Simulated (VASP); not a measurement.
Calculation: LDA (Ceperley-Alder, Perdew-Zunger), VASP's LDA PAW potentials (set 64) (plane waves; VASP).

VASP ran on this input.

**KPOINTS**
```
Automatic mesh
0
Gamma
10 10 10
0 0 0
```

### POSCAR
```
HfBe2
3.77950
  1.0000000000   0.0000000000   0.0000000000
 -0.5000000000   0.8660254002   0.0000000000
  0.0000000000   0.0000000000   0.8387246990
Hf Be
1 2
Cartesian
  0.0000000000   0.0000000000   0.0000000000
 -0.0000005000   0.5773505555   0.4193623495
  0.5000005000   0.2886748447   0.4193623495
```

INCAR:
```
SYSTEM = HfBe2
PREC = Accurate
ENCUT = 300
EDIFF = 1E-8
NELM = 100
ALGO = Normal
LREAL = .FALSE.
LASPH = .TRUE.
ISMEAR = 0
SIGMA = 0.05
LMAXMIX = 6
LWAVE = .FALSE.
LCHARG = .FALSE.
ISIF = 2
LEPSILON = .FALSE.
IBRION = 8
NSW = 1
```

POTCAR, in this order: Hf_pv Be (LDA.64 set). Program: vasp_std.

At this cut-off the stress carries a Pulay error, which pulls relaxed volumes low. Unless said otherwise, spin-orbit coupling is left out, though it shifts the bands of the heavy elements here.

Question: What does the run give for the energy per atom (σ→0), pressure, band gap (on the k-mesh)?

Answer: 
```
Quantity                                                    Result
------------------------  ----------------------------------------
energy per atom (σ→0)                               -6.499 eV/atom
band gap (on the k-mesh)  none (metal, semimetal or under 0.01 eV)
pressure                                                 -5.84 GPa
```

OSZICAR:
```
...
RMM:   5    -0.893232852678E-02    0.31261E-05   -0.13902E-05  4261   0.242E-02    0.461E-03
RMM:   6    -0.894624402373E-02   -0.13915E-04   -0.24232E-06  4383   0.777E-03    0.335E-03
RMM:   7    -0.894214230828E-02    0.41017E-05   -0.21972E-07  4150   0.243E-03    0.319E-04
RMM:   8    -0.894331709089E-02   -0.11748E-05   -0.94950E-08  4638   0.788E-04    0.529E-04
RMM:   9    -0.894254864812E-02    0.76844E-06    0.66545E-09  4358   0.325E-04    0.874E-05
RMM:  10    -0.894265056917E-02   -0.10192E-06   -0.50990E-09  4625   0.896E-05    0.349E-05
RMM:  11    -0.894264805460E-02    0.25146E-08    0.14134E-09  4853   0.314E-05    0.427E-06
 Linear response finished
```

The structure comes from a computed database's HfBe2 entry (P6/mmm); how it stands against other phases isn't given here. The cell was not relaxed at this level. The run is one of a series of settings (EDIFF = 1E-8, IBRION = 8, LEPSILON = .FALSE., NSW = 1 against the base run), some of them coarse on purpose.
